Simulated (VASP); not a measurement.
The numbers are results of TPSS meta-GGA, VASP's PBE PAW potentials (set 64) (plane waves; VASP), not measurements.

A VASP calculation is set up with these files.

**KPOINTS**
```
Automatic mesh
0
Gamma
11 11 9
0 0 0
```

### POSCAR
```
ZrB2
1.0
  1.5987684432  -2.7691486460   0.0000000000
  1.5987684432   2.7691486460   0.0000000000
  0.0000000000   0.0000000000   3.5623468062
Zr B
1 2
Cart
  0.0000000000   0.0000000000   0.0000000000
  1.5987684432   0.9230513948   1.7811734031
  1.5987684432  -0.9230513948   1.7811734031
```

### INCAR
```
SYSTEM = ZrB2
PREC = Accurate
ENCUT = 520
EDIFF = 1E-7
NELM = 100
ALGO = Normal
LREAL = .FALSE.
LASPH = .TRUE.
ISMEAR = 1
SIGMA = 0.1
METAGGA = TPSS
LMIXTAU = .TRUE.
LMAXMIX = 4
LWAVE = .FALSE.
LCHARG = .FALSE.
ISIF = 4
IBRION = 2
NSW = 30
EDIFFG = -0.01
```

POTCAR, in this order: Zr_sv B (PBE.64 set). Program: vasp_std.

Output of the run:

**OSZICAR**
```
       N       E                     dE             d eps       ncg     rms          rms(c)
DAV:   1     0.409207018122E+03    0.40921E+03   -0.67193E+07  2080   0.128E+08
DAV:   2    -0.342766567370E+05   -0.34686E+05   -0.25158E+05  3592   0.646E+02
DAV:   3    -0.957600995274E+03    0.33319E+05   -0.14948E+04  3360   0.554E+03
DAV:   4    -0.481457550468E+04   -0.38570E+04   -0.43053E+04  3606   0.760E+02
DAV:   5    -0.375234936415E+04    0.10622E+04   -0.37830E+04  3543   0.141E+03    0.101E+02
DAV:   6    -0.295905169361E+02    0.37228E+04   -0.23972E+03  2297   0.439E+02    0.262E+01
DAV:   7    -0.364734826993E+02   -0.68830E+01   -0.44189E+01  2680   0.549E+01    0.194E+01
DAV:   8    -0.354570916696E+02    0.10164E+01   -0.51357E+00  2813   0.180E+01    0.100E+01
DAV:   9    -0.371786742951E+02   -0.17216E+01   -0.13432E+00  2275   0.126E+01    0.702E+00
DAV:  10    -0.359416608572E+02    0.12370E+01   -0.88840E-01  2270   0.981E+00    0.136E+00
DAV:  11    -0.359322823402E+02    0.93785E-02   -0.71930E-01  2080   0.154E+01    0.608E-01
DAV:  12    -0.361082864002E+02   -0.17600E+00   -0.45503E-01  2080   0.100E+01    0.599E-01
DAV:  13    -0.361069662326E+02    0.13202E-02   -0.13465E-03  2983   0.349E-01    0.584E-01
DAV:  14    -0.361147510397E+02   -0.77848E-02   -0.53607E-03  2498   0.498E-01    0.613E-01
DAV:  15    -0.361127647837E+02    0.19863E-02   -0.16371E-03  3255   0.316E-01    0.748E-01
DAV:  16    -0.361917791487E+02   -0.79014E-01   -0.19462E-01  2582   0.362E+00    0.241E+00
DAV:  17    -0.361481842196E+02    0.43595E-01   -0.20001E-01  2488   0.404E+00    0.553E-01
DAV:  18    -0.361498336640E+02   -0.16494E-02   -0.97540E-03  2865   0.971E-01    0.170E-01
DAV:  19    -0.361492230615E+02    0.61060E-03   -0.75683E-04  2368   0.352E-01    0.173E-01
DAV:  20    -0.361498204463E+02   -0.59738E-03   -0.19025E-04  2877   0.141E-01    0.142E-01
DAV:  21    -0.361499030126E+02   -0.82566E-04   -0.44626E-04  2640   0.229E-01    0.276E-02
DAV:  22    -0.361499240343E+02   -0.21022E-04   -0.32568E-05  2400   0.721E-02    0.469E-03
DAV:  23    -0.361499299020E+02   -0.58677E-05   -0.33767E-06  2405   0.208E-02    0.689E-03
DAV:  24    -0.361499287082E+02    0.11939E-05   -0.28602E-06  2505   0.201E-02    0.395E-03
DAV:  25    -0.361499311100E+02   -0.24018E-05   -0.84333E-07  2605   0.790E-03    0.300E-03
DAV:  26    -0.361499318665E+02   -0.75652E-06   -0.38671E-07  2359   0.494E-03    0.201E-03
DAV:  27    -0.361499321055E+02   -0.23903E-06   -0.43893E-08  1155   0.178E-03    0.177E-03
DAV:  28    -0.361499320148E+02    0.90708E-07   -0.11123E-08  1130   0.115E-03
   1 F= -.36149932E+02 E0= -.36149948E+02  d E =-.361499E+02
       N       E                     dE             d eps       ncg     rms          rms(c)
DAV:   1    -0.361501630407E+02   -0.23094E-03   -0.12356E-02  2210   0.112E+00    0.777E-02
DAV:   2    -0.361500362437E+02    0.12680E-03   -0.29320E-04  2345   0.152E-01    0.426E-02
DAV:   3    -0.361499907508E+02    0.45493E-04   -0.12938E-04  2405   0.111E-01    0.927E-03
DAV:   4    -0.361500017992E+02   -0.11048E-04   -0.14926E-05  2375   0.484E-02    0.442E-03
DAV:   5    -0.361500072736E+02   -0.54744E-05   -0.56138E-06  2140   0.300E-02    0.195E-03
DAV:   6    -0.361500092800E+02   -0.20063E-05   -0.19060E-06  2205   0.172E-02    0.113E-03
DAV:   7    -0.361500102562E+02   -0.97619E-06   -0.22593E-07  1761   0.602E-03    0.270E-04
DAV:   8    -0.361500102705E+02   -0.14345E-07   -0.22935E-08  1130   0.183E-03
   2 F= -.36150010E+02 E0= -.36150029E+02  d E =-.782557E-04
```

**OUTCAR**
```
------------------------ aborting loop because EDIFF is reached ----------------------------------------
  FORCE on cell =-STRESS in cart. coord.  units (eV):
  Direction    XX          YY          ZZ          XY          YZ          ZX
  --------------------------------------------------------------------------------------
  Total       -1.3564982     -1.3564987     -1.3643716      0.0000000      0.0000000      0.0000000
  in kB      -68.9019932    -68.9020156    -69.3019125      0.0000000      0.0000000      0.0000000
  external PRESSURE =     -69.0353071 kB  Pullay stress =       0.0000000 kB
  volume of cell :       31.54
      direct lattice vectors                 reciprocal lattice vectors
     1.597733129 -2.767355407 -0.000000000     0.312943376 -0.180677913 -0.000000000
     1.597733129  2.767355407  0.000000000     0.312943376  0.180677913 -0.000000000
     0.000000000  0.000000000  3.566965057     0.000000000 -0.000000000  0.280350377
 POSITION                                       TOTAL-FORCE (eV/Angst)
 -----------------------------------------------------------------------------------
      3.19547      0.00000      3.56697         0.000000     -0.000000      0.000000
      1.59773      0.92245      1.78348        -0.000000     -0.000000      0.000000
      1.59773     -0.92245      1.78348         0.000000      0.000000     -0.000000
 -----------------------------------------------------------------------------------
    total drift:                                0.000000      0.000000     -0.000000
  FREE ENERGIE OF THE ION-ELECTRON SYSTEM (eV)
  ---------------------------------------------------
  free  energy   TOTEN  =       -36.1500102705 eV

  energy  without entropy=      -36.1500654612  energy(sigma->0) =      -36.15002867

 reached required accuracy - stopping structural energy minimisation
```
(Selected blocks of OUTCAR.)

**CONTCAR**
```
ZrB2
   1.00000000000000
     1.5977331286354424   -2.7673554069135102   -0.0000000000000000
     1.5977331286354424    2.7673554069135102    0.0000000000000000
     0.0000000000000000    0.0000000000000000    3.5669650573890754
  Zr              B
     1     2
Direct
     1.0000000000000000    1.0000000000000000    1.0000000000000000
     0.3333330000000032    0.6666669999999968    0.5000000000000000
     0.6666669999999968    0.3333330000000032    0.5000000000000000
```

The compound is ZrB2 in the AlB2 type structure. This cell is one point of a volume scan, at 1.03 of the reference volume. Symmetry was kept, so distortions that lower it aren't found.
